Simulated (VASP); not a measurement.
# Be27Cl in VASP: further runs, part 2 of 3

VASP 6.6.1.

## Step 3: Single point, LDA

Input file INCAR:

```
PREC = Accurate ; ENCUT = 520
EDIFF = 1E-6 ; ISMEAR = 0
SIGMA = 0.15 ; LREAL = Auto
LASPH = True ; NELM = 100
ALGO = Fast ; ISIF = 2
LWAVE = False ; LCHARG = True
GGA = CA ; LELF = True
LVHAR = True ; NBANDS = 50
```

Input file KPOINTS:

```
Automatic mesh
0
Gamma
  4 4 1
```

Input file POSCAR:

```
Be27Cl
1.0
    6.8700000000      0.0000000000      0.0000000000
    3.4350000000      5.9495950000      0.0000000000
    0.0000000000      0.0000000000     14.5884300000
Be Cl
27 1
Direct
    0.0000000000      0.0000000000      0.0685474722
    0.3333333333      0.0000000000      0.0685474722
    0.6666666667      0.0000000000      0.0685474722
    0.0000000280      0.3333332773      0.0685474722
    0.3333333613      0.3333332773      0.0685474722
    0.6666666947      0.3333332773      0.0685474722
   -0.0000000280      0.6666667227      0.0685474722
    0.3333333053      0.6666667227      0.0685474722
    0.6666666387      0.6666667227      0.0685474722
   -0.1136924511      0.2215755862      0.1911362635
    0.2237651095      0.2210237840      0.1876175846
    0.5622280985      0.2206136720      0.1911172758
   -0.1121216615      0.5601236723      0.1909210244
    0.2217042811      0.5604132718      0.1912610199
    0.5571454730      0.5546517032      0.1845748309
   -0.1093334551      0.8880174197      0.1860819841
    0.2235353790      0.8855633030      0.1913345028
    0.5607763282      0.8864057133      0.1909766849
    0.0120107739      0.0100879135      0.3117887257
    0.3350508735      0.0022848614      0.3093389076
    0.6518081528      0.0082593857      0.3126636657
    0.0042603692      0.3324987667      0.3092874285
    0.3345889126      0.3314783611      0.3092816705
    0.6617008546      0.3469747100      0.3061184788
    0.0112733133      0.6476091230      0.3122278408
    0.3496435282      0.6591749522      0.3058353092
    0.6620823115      0.6596976769      0.3059895410
    0.8989760493      0.8867358198      0.4160161854
```

Potentials or basis: VASP PAW LDA potentials, release 64 (Be, Cl).

Command:

```bash
$ cat potpaw_LDA.64/Be/POTCAR potpaw_LDA.64/Cl/POTCAR > POTCAR
$ mpirun -np 1 vasp_std > vasp.out
```

OUTCAR:

```text
PREC = Accurate
   ENCUT = 520
   EDIFF = 1E-6
   ISMEAR = 0
   LREAL = Auto
   LASPH = True
   NELM = 100
   ISIF = 2
   GGA = CA

 ion  position               nearest neighbor table
   1  0.000  0.000  0.069-  16 2.16  10 2.22  17 2.23   8 2.29   4 2.29   6 2.29   7 2.29   3 2.29
                             2 2.29
   2  0.333  0.000  0.069-  11 2.18  17 2.23  18 2.24   8 2.29   4 2.29   5 2.29   9 2.29   1 2.29
                             3 2.29
   3  0.667  0.000  0.069-  16 2.17  18 2.21  12 2.22   7 2.29   6 2.29   9 2.29   5 2.29   1 2.29
                             2 2.29
   4  0.000  0.333  0.069-  11 2.19  10 2.24  13 2.24   2 2.29   1 2.29   5 2.29   6 2.29   9 2.29
                             7 2.29
   5  0.333  0.333  0.069-  11 2.18  14 2.24  12 2.25   2 2.29   3 2.29   4 2.29   6 2.29   7 2.29
                             8 2.29
   6  0.667  0.333  0.069-  15 2.14  12 2.21  10 2.21   3 2.29   1 2.29   4 2.29   5 2.29   8 2.29
                             9 2.29
   7  1.000  0.667  0.069-  16 2.16  13 2.21  14 2.22   3 2.29   1 2.29   9 2.29   8 2.29   5 2.29
                             4 2.29
   8  0.333  0.667  0.069-  15 2.15  14 2.21  17 2.21   2 2.29   1 2.29   7 2.29   9 2.29   6 2.29
                             5 2.29
   9  0.667  0.667  0.069-  15 2.15  18 2.21  13 2.22   3 2.29   2 2.29   7 2.29   8 2.29   4 2.29
[... 718 lines left out ...]
     42       3.5393      0.00000
 [bands above 42 left out]

------------------------ aborting loop because EDIFF is reached ----------------------------------------

  FORCE on cell =-STRESS in cart. coord.  units (eV):
  Direction    XX          YY          ZZ          XY          YZ          ZX
  --------------------------------------------------------------------------------------
  -------------------------------------------------------------------------------------
  Total      -18.9417543    -18.7387474      0.3187195      0.2176170      0.1158204     -0.8544397
  in kB      -50.8953476    -50.3498804      0.8563801      0.5847237      0.3112023     -2.2958278
  external PRESSURE =     -33.4629493 kB  Pullay stress =       0.0000000 kB

 VOLUME and BASIS-vectors are now :
 -----------------------------------------------------------------------------
  energy-cutoff  :      520.00
  volume of cell :      596.28
      direct lattice vectors                 reciprocal lattice vectors
     6.870000000  0.000000000  0.000000000     0.145560408 -0.084039334  0.000000000
     3.435000000  5.949595000  0.000000000     0.000000000  0.168078668  0.000000000
     0.000000000  0.000000000 14.588430000     0.000000000  0.000000000  0.068547472

 POSITION                                       TOTAL-FORCE (eV/Angst)
 -----------------------------------------------------------------------------------
      0.00000      0.00000      1.00000         0.233341      0.119990      0.039786
      2.29000      0.00000      1.00000         0.007542     -0.147679     -0.093573
      4.58000      0.00000      1.00000        -0.171020      0.106111      0.063427
      1.14500      1.98320      1.00000        -0.096676      0.062618     -0.077040
      3.43500      1.98320      1.00000         0.141337      0.079694     -0.072345
      5.72500      1.98320      1.00000         0.018923     -0.293938     -0.004785
[... 20 lines left out ...]
      6.81457      3.92493      4.46391        -0.009760     -0.002335      0.005035
      9.22190      5.27572      6.06902        -0.130313      0.037988      0.033655
 -----------------------------------------------------------------------------------
    total drift:                               -0.000584     -0.000573      0.003258

  FREE ENERGIE OF THE ION-ELECTRON SYSTEM (eV)
  ---------------------------------------------------
  free  energy   TOTEN  =      -107.0229957637 eV

  energy  without entropy=     -106.9109425133  energy(sigma->0) =     -106.96696914
```

stdout:

```text
POSCAR found type information on POSCAR BeCl
 POSCAR found :  2 types and      28 ions
 scaLAPACK will be used
 LDA part: xc-table for (Slater(with rela. corr.)+CA(PZ))
 , standard interpolation
 POSCAR, INCAR and KPOINTS ok, starting setup
 FFT: planning ... GRIDC
 FFT: planning ... GRID_SOFT
 FFT: planning ... GRID
 WAVECAR not read
 entering main loop
```

Wall time 7.6 min (1 thread of AMD EPYC 9R14 (Zen 4), shared host); peak memory 0.53 GiB.

What came out:

| Quantity | Value |
| --- | --- |
| Free energy | -107.0230 eV |
| Largest force | 0.311 eV/Å |
| Band gap on the k mesh | none (metal or under the smearing width) |

Forces in eV/Å, atoms in the order of the input:
```
Be   0.233  0.120  0.040
Be   0.008 -0.148 -0.094
Be  -0.171  0.106  0.063
Be  -0.097  0.063 -0.077
Be   0.141  0.080 -0.072
Be   0.019 -0.294 -0.005
Be   0.019 -0.233  0.035
Be  -0.229  0.142  0.026
Be   0.275  0.146  0.000
Be   0.004  0.005 -0.006
Be  -0.009  0.004  0.003
Be  -0.005 -0.004  0.003
Be  -0.005 -0.005  0.006
Be   0.002  0.002  0.001
Be  -0.006 -0.001 -0.007
Be  -0.005  0.005 -0.001
Be  -0.004 -0.005 -0.009
Be   0.003  0.002  0.006
Be  -0.002 -0.004 -0.006
Be  -0.009 -0.007  0.022
Be  -0.014  0.004  0.005
Be  -0.006 -0.003  0.007
Be  -0.001  0.003  0.013
Be  -0.001  0.000  0.013
Be   0.000 -0.018 -0.005
Be  -0.001  0.003  0.001
Be  -0.010 -0.002  0.005
Cl  -0.130  0.038  0.034
```

Caveat: an odd number of electrons without spin polarisation forces a metal; a magnetic or distorted state may lie lower.

## Step 4: Single point, LDA

Input file INCAR:

```
  ALGO = Fast
  EDIFF = 1E-7
  ENCUT = 520
  GGA = CA
  ISIF = 2
  ISMEAR = 0
  LASPH = T
  LCHARG = T
  LELF = T
  LREAL = Auto
  LVHAR = T
  LWAVE = F
  NBANDS = 50
  NELM = 100
  PREC = Accurate
  SIGMA = 0.15
```

Input file KPOINTS:

```
k-points
0
Gamma
  4 4 1
```

Input file POSCAR:

```
Be27Cl
1.0
    6.8700000000      0.0000000000      0.0000000000
    3.4350000000      5.9495950000      0.0000000000
    0.0000000000      0.0000000000     14.5884300000
Be Cl
27 1
Direct
    0.0000000000      0.0000000000      0.0685474722
    0.3333333333      0.0000000000      0.0685474722
    0.6666666667      0.0000000000      0.0685474722
    0.0000000280      0.3333332773      0.0685474722
    0.3333333613      0.3333332773      0.0685474722
    0.6666666947      0.3333332773      0.0685474722
   -0.0000000280      0.6666667227      0.0685474722
    0.3333333053      0.6666667227      0.0685474722
    0.6666666387      0.6666667227      0.0685474722
   -0.1119379882      0.2220576359      0.1909829913
    0.2219237589      0.2211152188      0.1878781336
    0.5631286154      0.2185503383      0.1888846161
   -0.1098358138      0.5566713365      0.1907077732
    0.2224655435      0.5617347063      0.1927469234
    0.5544173936      0.5552653584      0.1857415089
   -0.1115220162      0.8882562595      0.1881878310
    0.2250485207      0.8826520124      0.1928091645
    0.5611208670      0.8869576837      0.1887668515
    0.0081742804      0.0107609005      0.3131462399
    0.3372243340      0.0018683625      0.3089724528
    0.6518281441      0.0075806841      0.3101693602
    0.0028441441      0.3322281601      0.3099166257
    0.3369119239      0.3281144347      0.3087980681
    0.6622983287      0.3417256133      0.3077902146
    0.0079252837      0.6478067835      0.3133995228
    0.3489547355      0.6588142554      0.3083123407
    0.6626475707      0.6627456155      0.3074756502
    0.9699023945      0.8495087481      0.4232959955
```

Potentials or basis: VASP PAW LDA potentials, release 64 (Be, Cl).

Command:

```bash
$ cat potpaw_LDA.64/Be/POTCAR potpaw_LDA.64/Cl/POTCAR > POTCAR
$ mpirun -np 1 vasp_std > vasp.out
```

OUTCAR:

```text
EDIFF = 1E-7
   ENCUT = 520
   GGA = CA
   ISIF = 2
   ISMEAR = 0
   LASPH = T
   LREAL = Auto
   NELM = 100
   PREC = Accurate

 ion  position               nearest neighbor table
   1  0.000  0.000  0.069-  16 2.19  10 2.22  17 2.25   8 2.29   4 2.29   6 2.29   7 2.29   3 2.29
                             2 2.29
   2  0.333  0.000  0.069-  11 2.18  18 2.22  17 2.26   8 2.29   4 2.29   5 2.29   9 2.29   1 2.29
                             3 2.29
   3  0.667  0.000  0.069-  18 2.18  12 2.18  16 2.19   7 2.29   6 2.29   9 2.29   5 2.29   1 2.29
                             2 2.29
   4  0.000  0.333  0.069-  11 2.18  13 2.22  10 2.23   2 2.29   1 2.29   5 2.29   6 2.29   9 2.29
                             7 2.29
   5  0.333  0.333  0.069-  11 2.19  12 2.23  14 2.26   2 2.29   3 2.29   4 2.29   6 2.29   7 2.29
                             8 2.29
   6  0.667  0.333  0.069-  15 2.16  12 2.18  10 2.22   3 2.29   1 2.29   4 2.29   5 2.29   8 2.29
                             9 2.29
   7  1.000  0.667  0.069-  16 2.19  13 2.21  14 2.24   3 2.29   1 2.29   9 2.29   8 2.29   5 2.29
                             4 2.29
   8  0.333  0.667  0.069-  15 2.16  14 2.22  17 2.22   2 2.29   1 2.29   7 2.29   9 2.29   6 2.29
                             5 2.29
   9  0.667  0.667  0.069-  15 2.17  18 2.19  13 2.22   3 2.29   2 2.29   7 2.29   8 2.29   4 2.29
[... 33 lines left out ...]
  26  0.349  0.659  0.308-  17 2.15  14 2.15  24 2.17  15 2.17  27 2.17  23 2.31  20 2.32  19 2.38
                            25 2.38
  27  0.663  0.663  0.307-  26 2.17  13 2.18  18 2.19  15 2.19  24 2.21  20 2.28  22 2.30  25 2.32
                            21 2.33
  28  0.970  0.850  0.423-  19 2.04  25 2.05  21 2.51

  LATTYP: Found a hexagonal cell.
 ALAT       =     6.8700004122
 C/A-ratio  =     2.1234976892

  Lattice vectors:

 A1 = (  -3.4350000000,  -5.9495950000,   0.0000000000)
 A2 = (   6.8700000000,   0.0000000000,   0.0000000000)
 A3 = (   0.0000000000,   0.0000000000,  14.5884300000)

Analysis of symmetry for initial positions (statically):
=====================================================================
 Subroutine PRICEL returns:
 Original cell was already a primitive cell.

 Routine SETGRP: Setting up the symmetry group for a
 hexagonal supercell.
[... 186 lines left out ...]
   LRPA    =     F    only Hartree local field effects (RPA)
 non-spin polarized calculation
 RMM-DIIS sequential band-by-band and
 Gauss-broadening in eV      SIGMA  =   0.15
  energy-cutoff  :      520.00
  volume of cell :      596.28
 maximum number of plane-waves:     16072
 NGX is ok and might be reduce to    54
   NGX = 25   NGY = 25   NGZ = 55

 number of electron      61.0000001 magnetization

 Free energy of the ion-electron system (eV)
  ---------------------------------------------------
  ext. energy  EPLUGINS =         0.00000000
  ---------------------------------------------------
  free energy    TOTEN  =      -106.81337745 eV

  energy without entropy =     -106.69921573  energy(sigma->0) =     -106.75629659

 E-fermi :  -0.7056     XC(G=0):  -5.4933

 val. band max:       -0.7071773047   @ k =   0.2500  -0.0000   0.0000
 cond. band min:      -0.7019213025   @ k =   0.2500   0.2500   0.0000
 fundamental gap:      0.0052560022
 Fermi energy:        -0.7055555229

 k-point     1 :       0.0000    0.0000    0.0000
  band No.  band energies     occupation
      1     -17.6604      2.00000
      2     -10.2703      2.00000
      3      -8.1391      2.00000
      4      -7.5120      2.00000
      5      -7.3768      2.00000
      6      -7.3022      2.00000
[... 439 lines left out ...]
     41       3.3657      0.00000
     42       3.5392      0.00000
 [bands above 42 left out]

------------------------ aborting loop because EDIFF is reached ----------------------------------------

  FORCE on cell =-STRESS in cart. coord.  units (eV):
  Direction    XX          YY          ZZ          XY          YZ          ZX
  --------------------------------------------------------------------------------------
  -------------------------------------------------------------------------------------
  Total      -20.2060396    -19.1758630      0.0180482      0.7780251      0.6026027     -1.1541466
  in kB      -54.2924057    -51.5243836      0.0484944      2.0905064      1.6191571     -3.1011221
  external PRESSURE =     -35.2560983 kB  Pullay stress =       0.0000000 kB

 VOLUME and BASIS-vectors are now :
 -----------------------------------------------------------------------------
  energy-cutoff  :      520.00
  volume of cell :      596.28
      direct lattice vectors                 reciprocal lattice vectors
     6.870000000  0.000000000  0.000000000     0.145560408 -0.084039334  0.000000000
     3.435000000  5.949595000  0.000000000     0.000000000  0.168078668  0.000000000
     0.000000000  0.000000000 14.588430000     0.000000000  0.000000000  0.068547472

 POSITION                                       TOTAL-FORCE (eV/Angst)
 -----------------------------------------------------------------------------------
      0.00000      0.00000      1.00000         0.202706      0.159036      0.063038
      2.29000      0.00000      1.00000        -0.132311     -0.156034     -0.070910
      4.58000      0.00000      1.00000        -0.056236      0.032662      0.118336
      1.14500      1.98320      1.00000        -0.036773      0.015226     -0.149844
      3.43500      1.98320      1.00000         0.066659      0.191338     -0.042599
      5.72500      1.98320      1.00000         0.035925     -0.253572     -0.062513
[... 20 lines left out ...]
      6.82892      3.94307      4.48559        -0.008196     -0.027644     -0.003899
      9.58129      5.05423      6.17522        -0.408714      0.208986     -0.035494
 -----------------------------------------------------------------------------------
    total drift:                               -0.000327      0.000392      0.001952

  FREE ENERGIE OF THE ION-ELECTRON SYSTEM (eV)
  ---------------------------------------------------
  free  energy   TOTEN  =      -106.8133774502 eV

  energy  without entropy=     -106.6992157321  energy(sigma->0) =     -106.75629659
```

OSZICAR:

```text
N       E                     dE             d eps       ncg     rms          rms(c)
DAV:   1     0.201360315335E+03    0.20136E+03   -0.20491E+04  1000   0.914E+02
DAV:   2    -0.918298877065E+02   -0.29319E+03   -0.27946E+03  1392   0.173E+02
DAV:   3    -0.115337975985E+03   -0.23508E+02   -0.22739E+02  1208   0.448E+01
[... 13 lines left out ...]
RMM:  17    -0.106813316521E+03   -0.53055E-03   -0.91546E-05  1245   0.248E-02    0.491E-03
RMM:  18    -0.106813358939E+03   -0.42418E-04   -0.24572E-05  1279   0.136E-02    0.286E-03
RMM:  19    -0.106813374580E+03   -0.15641E-04   -0.58963E-06  1356   0.714E-03    0.210E-03
RMM:  20    -0.106813376795E+03   -0.22152E-05   -0.15631E-06  1291   0.350E-03    0.467E-04
RMM:  21    -0.106813377356E+03   -0.56031E-06   -0.45103E-07  1085   0.187E-03    0.500E-04
RMM:  22    -0.106813377450E+03   -0.94402E-07   -0.91054E-08   917   0.996E-04
   1 F= -.10681338E+03 E0= -.10675630E+03  d E =-.114162E+00
```

stdout:

```text
POSCAR found type information on POSCAR BeCl
 POSCAR found :  2 types and      28 ions
 scaLAPACK will be used
 LDA part: xc-table for (Slater(with rela. corr.)+CA(PZ))
 , standard interpolation
 POSCAR, INCAR and KPOINTS ok, starting setup
 FFT: planning ... GRIDC
 FFT: planning ... GRID_SOFT
 FFT: planning ... GRID
 WAVECAR not read
 entering main loop
```

Wall time 7.5 min (1 thread of AMD EPYC 9R14 (Zen 4), shared host); peak memory 0.52 GiB.

What came out:

| Quantity | Value |
| --- | --- |
| Free energy | -106.8134 eV |
| Largest force | 0.460 eV/Å |
| Band gap on the k mesh | none (metal or under the smearing width) |

Forces on the atoms (eV/Å):
```
Be   0.203  0.159  0.063
Be  -0.132 -0.156 -0.071
Be  -0.056  0.033  0.118
Be  -0.037  0.015 -0.150
Be   0.067  0.191 -0.043
Be   0.036 -0.254 -0.063
Be  -0.035 -0.242  0.054
Be  -0.180  0.105  0.104
Be   0.232  0.097 -0.044
Be   0.007  0.012 -0.002
Be  -0.009  0.004  0.006
Be   0.016 -0.020  0.027
Be   0.006 -0.011  0.012
Be   0.015 -0.001  0.000
Be   0.002 -0.010 -0.026
Be   0.004 -0.003 -0.036
Be   0.011 -0.015 -0.004
Be   0.027  0.000  0.029
Be   0.054 -0.009 -0.015
Be   0.006 -0.016  0.034
Be   0.033 -0.019  0.075
Be   0.012 -0.011  0.004
Be   0.017  0.000  0.028
Be   0.022  0.017  0.000
Be   0.042 -0.020  0.015
Be   0.054 -0.027 -0.077
Be  -0.008 -0.028 -0.004
Cl  -0.409  0.209 -0.035
```

Caveat: an odd number of electrons without spin polarisation forces a metal; a magnetic or distorted state may lie lower.

[end of part 2 of 3]
